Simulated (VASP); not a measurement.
Computed with r2SCAN meta-GGA, VASP's PBE PAW potentials (set 64) (plane waves; VASP).

VASP ran on this input.

KPOINTS:
```
Automatic mesh
0
Gamma
8 8 8
0 0 0
```

### INCAR
```
ALGO = Normal
EDIFF = 1E-6
EDIFFG = -0.01
ENCUT = 530
IBRION = 2
ISIF = 3
ISMEAR = 0
LASPH = .True.
LCHARG = .False.
LMIXTAU = .True.
LREAL = .False.
LWAVE = .False.
METAGGA = R2SCAN
NELM = 100
NSW = 60
PREC = Accurate
SIGMA = 0.05
SYSTEM = LiCl
```

File POSCAR:
```
LiCl
1.0
  0.0000000000   2.5459872067   2.5459872067
  2.5459872067   0.0000000000   2.5459872067
  2.5459872067   2.5459872067   0.0000000000
Li Cl
1 1
direct
  0.0000000000   0.0000000000   0.0000000000
  0.5000000000   0.5000000000   0.5000000000
```

POTCAR, in this order: Li_sv Cl (PBE.64 set). Program: vasp_std.

What VASP printed:

### OUTCAR
```
 ion  position               nearest neighbor table
   1  0.000  0.000  0.000-   2 2.55   2 2.55   2 2.55   2 2.55   2 2.55   2 2.55
   2  0.500  0.500  0.500-   1 2.55   1 2.55   1 2.55   1 2.55   1 2.55   1 2.55
  LATTYP: Found a face centered cubic cell.
 ALAT       =     5.0919744134
 Subroutine PRICEL returns:
 Original cell was already a primitive cell.
 Subroutine GETGRP returns: Found 48 space group operations
The static configuration has the point symmetry O_h .
The dynamic configuration has the point symmetry O_h .
 Subroutine INISYM returns: Found 48 space group operations
 Subroutine IBZKPT returns following result:
 Found     29 irreducible k-points:

 Following reciprocal coordinates:
            Coordinates               Weight
  0.000000  0.000000  0.000000      1.000000
  0.125000  0.000000  0.000000      8.000000
  0.250000  0.000000  0.000000      8.000000
  0.375000  0.000000  0.000000      8.000000
  0.500000  0.000000  0.000000      4.000000
  0.125000  0.125000  0.000000      6.000000
  0.250000  0.125000  0.000000     24.000000
  0.375000  0.125000  0.000000     24.000000
  0.500000  0.125000  0.000000     24.000000
 -0.375000  0.125000  0.000000     24.000000
 -0.250000  0.125000  0.000000     24.000000
 -0.125000  0.125000  0.000000     12.000000
  0.250000  0.250000  0.000000      6.000000
  0.375000  0.250000  0.000000     24.000000
  0.500000  0.250000  0.000000     24.000000
 -0.375000  0.250000  0.000000     24.000000
 -0.250000  0.250000  0.000000     12.000000
  0.375000  0.375000  0.000000      6.000000
  0.500000  0.375000  0.000000     24.000000
 -0.375000  0.375000  0.000000     12.000000
  0.500000  0.500000  0.000000      3.000000
  0.375000  0.250000  0.125000     24.000000
  0.500000  0.250000  0.125000     48.000000
 -0.375000  0.250000  0.125000     24.000000
...
```

File OSZICAR:
```
       N       E                     dE             d eps       ncg     rms          rms(c)
DAV:   1     0.399890085137E+02    0.39989E+02   -0.44557E+03   522   0.106E+03
DAV:   2    -0.122765527766E+02   -0.52266E+02   -0.50550E+02   704   0.170E+02
DAV:   3    -0.145090741458E+02   -0.22325E+01   -0.22304E+01   631   0.423E+01
DAV:   4    -0.145749195473E+02   -0.65845E-01   -0.65735E-01   808   0.680E+00
DAV:   5    -0.145754254843E+02   -0.50594E-03   -0.50592E-03   692   0.588E-01    0.261E+00
DAV:   6    -0.124940872406E+02    0.20813E+01   -0.61753E-01   755   0.784E+00    0.284E+00
DAV:   7    -0.125455522451E+02   -0.51465E-01   -0.22893E-01   650   0.569E+00    0.364E-01
DAV:   8    -0.126430179079E+02   -0.97466E-01   -0.20115E-01   522   0.559E+00    0.898E-01
DAV:   9    -0.125418334717E+02    0.10118E+00   -0.48984E-02   603   0.310E+00    0.810E-01
DAV:  10    -0.125735716904E+02   -0.31738E-01   -0.18205E-02   664   0.187E+00    0.155E-01
DAV:  11    -0.125883486337E+02   -0.14777E-01   -0.77892E-03   522   0.137E+00    0.774E-02
DAV:  12    -0.125857311695E+02    0.26175E-02   -0.16758E-03   553   0.583E-01    0.123E-01
DAV:  13    -0.125886753392E+02   -0.29442E-02   -0.21906E-03   534   0.645E-01    0.995E-03
DAV:  14    -0.125887088001E+02   -0.33461E-04   -0.11085E-04   561   0.157E-01    0.162E-02
DAV:  15    -0.125887148034E+02   -0.60033E-05   -0.18537E-05   585   0.653E-02    0.909E-03
DAV:  16    -0.125886748643E+02    0.39939E-04   -0.13827E-05   547   0.597E-02    0.175E-03
DAV:  17    -0.125886988840E+02   -0.24020E-04   -0.27266E-06   600   0.262E-02    0.198E-03
DAV:  18    -0.125887022585E+02   -0.33746E-05   -0.12296E-07   384   0.569E-03    0.965E-04
DAV:  19    -0.125887084517E+02   -0.61932E-05   -0.93074E-08   280   0.456E-03    0.187E-04
DAV:  20    -0.125887073009E+02    0.11508E-05   -0.86840E-09   261   0.117E-03    0.130E-04
DAV:  21    -0.125887070884E+02    0.21256E-06   -0.17992E-09   261   0.586E-04
   1 F= -.12588707E+02 E0= -.12588707E+02  d E =-.125887E+02
```

OUTCAR:
```
------------------------ aborting loop because EDIFF is reached ----------------------------------------
  FORCE on cell =-STRESS in cart. coord.  units (eV):
  Direction    XX          YY          ZZ          XY          YZ          ZX
  --------------------------------------------------------------------------------------
  Total       -0.0010457     -0.0010457     -0.0010457      0.0000000      0.0000000      0.0000000
  in kB       -0.0507600     -0.0507600     -0.0507600      0.0000000      0.0000000      0.0000000
  external PRESSURE =      -0.0507600 kB  Pullay stress =       0.0000000 kB
  volume of cell :       33.01
      direct lattice vectors                 reciprocal lattice vectors
     0.000000000  2.545987207  2.545987207    -0.196387475  0.196387475  0.196387475
     2.545987207  0.000000000  2.545987207     0.196387475 -0.196387475  0.196387475
     2.545987207  2.545987207  0.000000000     0.196387475  0.196387475 -0.196387475
  FREE ENERGIE OF THE ION-ELECTRON SYSTEM (eV)
  ---------------------------------------------------
  free  energy   TOTEN  =       -12.5887070884 eV

  energy  without entropy=      -12.5887070884  energy(sigma->0) =      -12.58870709

 reached required accuracy - stopping structural energy minimisation
```
(Selected blocks of OUTCAR.)

**OUTCAR**
```
 val. band max:        0.3568570352   @ k =   0.0000   0.0000   0.0000

 cond. band min:       7.7937014824   @ k =   0.0000   0.0000   0.0000


 Fermi energy:         0.6559350574

 k-point     1 :       0.0000    0.0000    0.0000
  band No.  band energies     occupation
      1     -44.4222      2.00000
      2     -13.7069      2.00000
      3       0.3568      2.00000
      4       0.3568      2.00000
      5       0.3569      2.00000
      6       7.7937      0.00000
      7      13.0367      0.00000
      8      13.0367      0.00000
      9      13.0367      0.00000

 k-point     2 :       0.1250    0.0000    0.0000
  band No.  band energies     occupation
      1     -44.4216      2.00000
      2     -13.6257      2.00000
      3      -0.1783      2.00000
      4       0.3117      2.00000
      5       0.3117      2.00000
      6       8.2431      0.00000
      7      12.3120      0.00000
      8      13.0232      0.00000
      9      13.0233      0.00000

 k-point     3 :       0.2500    0.0000    0.0000
  band No.  band energies     occupation
      1     -44.4206      2.00000
      2     -13.4188      2.00000
      3      -1.2731      2.00000
      4       0.2079      2.00000
      5       0.2079      2.00000
      6       8.5429      0.00000
      7      11.9229      0.00000
      8      11.9233      0.00000
      9      12.3459      0.00000

 k-point     4 :       0.3750    0.0000    0.0000
  band No.  band energies     occupation
      1     -44.4195      2.00000
      2     -13.1936      2.00000
      3      -2.2133      2.00000
      4       0.1113      2.00000
      5       0.1113      2.00000
      6       8.1382      0.00000
      7      10.9990      0.00000
      8      10.9994      0.00000
      9      13.8247      0.00000

 k-point     5 :       0.5000    0.0000    0.0000
  band No.  band energies     occupation
      1     -44.4191      2.00000
      2     -13.0940      2.00000
      3      -2.5760      2.00000
...
```

The compound is LiCl in the rock salt structure. It was relaxed first. The start is the result of an earlier pass.
